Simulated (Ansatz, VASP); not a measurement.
# SnTe in two plane-wave programs, part 2 of 2

Aim: how closely do two programs agree when they are given the same cell, functional and k mesh? The cell is taken from a series of runs on this material, whose earlier steps may have relaxed, scaled, displaced or heated it; both programs get it as it stands.

VASP 6.6.1 and Ansatz 0.2.0.

So far. Step 5 (VASP: single point, LDA, pair 2): The run ends at a pressure of 5.11 GPa. Step 6 (Ansatz: single point, LDA, pair 2): The run ends at a pressure of 5.09 GPa.

## 7. Comparison

What differs besides the data sets and the points named for the pairs above, as far as they apply: the data sets hold 30 valence electrons in Ansatz (on its PAW soft_1 files) and 20 in VASP. Total energies have different zeros and are not compared.

Both answers:

```csv
quantity,Ansatz,VASP,difference
pressure (GPa),5.09,5.11,-0.03
gap on the k mesh (eV),0.286,0.265,+0.020
```

A gap on the mesh is an upper bound, since the band edges may lie between its points.

## 8. Ansatz: single point, LDA, pair 3

With cell and atoms fixed, the geometry can't cause a difference; cores, projectors, grids and the points listed under the comparison can. The cell compared in this pair holds 58.19 Å³, against 55.77 Å³ for the pair before.

The cell is taken from a series of runs on this material, whose earlier steps may have relaxed, scaled, displaced or heated it; both programs get it as it stands.

Contents of input.yaml:

```yaml
crystal:
  lattice:
    - [0.0, 3.0757070189, 3.0757070189]
    - [3.0757070189, 0.0, 3.0757070189]
    - [3.0757070189, 3.0757070189, 0.0]
  atoms:
    - { symbol: Sn, position: [0.0, 0.0, 0.0] }
    - { symbol: Te, position: [0.5, 0.5, 0.5] }
kpoints:
  mp_grid: { grid: [12, 12, 12] }
hamiltonian:
  xc: lda
  pseudopotentials: { kind: paw, azcp: { folder: soft_1 }, xc_functional: pbe }
scf:
  occupations: { method: gaussian, width: 0.01 }
output:
  forces: true
  stress: true
  eigenvalues: true
```

The run is started by

```sh
$ ansatz run input.yaml --threads 4 --pin off --max-ram 10240MiB --backend cpu --events-out ev --progress --plain --runs-dir out
```

Numbers of over 12 decimals in the logs are rounded to 6 here.

What it wrote:

```text
[...]
Crystal: 2 atoms, lattice volume = 58.192 Å³
Basis set: ecut = 420 eV, 1139 PW (Γ)
Bands: 19, of which v1, the nominal top of the filled ones, is band 15 counted from 1 (14 counted from 0)
Symmetry: 48 space group operations
[...]
k-points: 72 of 1728
[...]
--- Band table (eV; the first three rows and the last of 72) ---
  k-point 0: bands = [... 11 lower, 5.9562, 8.1877, 8.1877, 8.1877, 13.9490, 13.9490, 13.9490, 15.2151]
  k-point 1: bands = [... 11 lower, 5.5074, 8.1981, 8.1981, 8.5266, 13.5759, 13.5759, 13.5984, 15.1321]
  k-point 2: bands = [... 11 lower, 4.5977, 8.2338, 8.2338, 9.1072, 12.8191, 12.8191, 12.8912, 15.1638]
  k-point 71: bands = [... 11 lower, 2.7998, 5.2340, 5.2340, 9.6943, 11.3106, 15.1374, 15.1374, 16.8577]
[key lines of the parts left out:]
SCF converged after 6 iterations
Free energy (F): -12707.393945 eV
Fermi energy:    10.565509 eV
P = ⅓ Tr σ = 2.2632 GPa (22.632 kbar)
```

The run ends at a pressure of 2.26 GPa.

## 9. VASP: single point, LDA, pair 3

The same cell, functional (in two slightly different forms), mesh and smearing now go to VASP, with its own data sets.

Contents of INCAR:

```
SYSTEM = SnTe
PREC = Accurate
ENCUT = 500
EDIFF = 1E-06
NELM = 120
ISMEAR = 0
SIGMA = 0.01
LREAL = .FALSE.
ALGO = Normal
GGA = PW92
NBANDS = 16
LORBIT = 11
LWAVE = .FALSE.
LCHARG = .FALSE.
ISIF = 2
LASPH = .TRUE.
GGA_COMPAT = .FALSE.
EFERMI = MIDGAP
KPAR = 2
```

Contents of POSCAR:

```
SnTe
1.0
    0.0000000000      3.0757070189      3.0757070189
    3.0757070189      0.0000000000      3.0757070189
    3.0757070189      3.0757070189      0.0000000000
Sn Te
1 1
Direct
    0.0000000000      0.0000000000      0.0000000000
    0.5000000000      0.5000000000      0.5000000000
```

Contents of KPOINTS:

```
Automatic mesh
0
Gamma
12 12 12
0 0 0
```

Potentials, in the order of the species: Sn_d and Te (LDA family, release 64).

The run is started by

```sh
$ mpirun -np 2 vasp_std
```

What it wrote:

```text
[... set-up lines as in an earlier step ...]
 entering main loop
       N       E                     dE             d eps       ncg     rms          rms(c)
DAV:   1     0.120770759510E+03    0.12077E+03   -0.95125E+03  2352   0.141E+03
DAV:   2     0.109235045986E+01   -0.11968E+03   -0.11673E+03  2568   0.352E+02
DAV:   3    -0.858500513037E+01   -0.96774E+01   -0.96251E+01  2920   0.869E+01
DAV:   4    -0.884530257155E+01   -0.26030E+00   -0.26026E+00  2800   0.155E+01
[...]
DAV:  10    -0.880616424645E+01    0.17791E-04   -0.64599E-05  3048   0.791E-02    0.253E-02
DAV:  11    -0.880616472753E+01   -0.48108E-06   -0.14829E-05  3032   0.365E-02    0.652E-03
DAV:  12    -0.880616441323E+01    0.31430E-06   -0.14059E-06  1720   0.140E-02
   1 F= -.88061644E+01 E0= -.88061644E+01  d E =-.272843-111
```

Parts of OUTCAR (step 9):

```text
  Total        0.8439735      0.8439735      0.8439735     -0.0000000     -0.0000000      0.0000000
  in kB       23.2367034     23.2367034     23.2367034     -0.0000000     -0.0000000      0.0000000
  external PRESSURE =      23.2367034 kB  Pullay stress =       0.0000000 kB

 POSITION                                       TOTAL-FORCE (eV/Angst)
 -----------------------------------------------------------------------------------
      0.00000      0.00000      0.00000        -0.000000      0.000000      0.000000
      3.07571      3.07571      3.07571         0.000000      0.000000     -0.000000
 -----------------------------------------------------------------------------------
    total drift:                                0.000000     -0.000000     -0.000000

  FREE ENERGIE OF THE ION-ELECTRON SYSTEM (eV)
  ---------------------------------------------------
  free  energy   TOTEN  =        -8.8061644132 eV

  energy  without entropy=       -8.8061644132  energy(sigma->0) =       -8.80616441

[... 1 part as in an earlier step ...]

[... 2 further parts left out ...]
[key lines of the parts left out:]
E-fermi :   7.7533
```

The run ends at a pressure of 2.32 GPa.

## 10. Differences

What differs besides the data sets and the points named for the pairs above, as far as they apply: the data sets hold 30 valence electrons in Ansatz (on its PAW soft_1 files) and 20 in VASP. Total energies have different zeros and are not compared.

Compared:

```csv
quantity,Ansatz,VASP,difference
pressure (GPa),2.26,2.32,-0.06
gap on the k mesh (eV),0.319,0.315,+0.004
```

A gap on the mesh is an upper bound, since the band edges may lie between its points.

## 11. Summary of results

```
difference in gap on the k mesh (single point, LDA, pair 1) : 0.035 eV
difference in gap on the k mesh (single point, LDA, pair 2) : 0.020 eV
difference in gap on the k mesh (single point, LDA, pair 3) : 0.0041 eV
```

The difference in gap on the k mesh is 0.035 eV (single point, LDA, pair 1), within the 0.08 eV picked in this series as the mark of a large difference. The data sets hold unlike numbers of valence electrons (30 in Ansatz and 20 in VASP), so part of the differences comes from the potentials. 5 further runs of this series are not shown here. How closely two codes agree says nothing of how well the functional describes the real material.

[Lines on the potential files, build, host, timing and source positions are cut from VASP's logs without a mark.]

[Logs are printed without paths, hosts, clocks, repeated set-up lines and the standing remarks that a program may print on its own settings, such as how far it seeks lower states.]

[Hosts, paths, dates, database ids (printed as entryN), source tags and the programs' standing remarks are cut or masked in the printed files.]
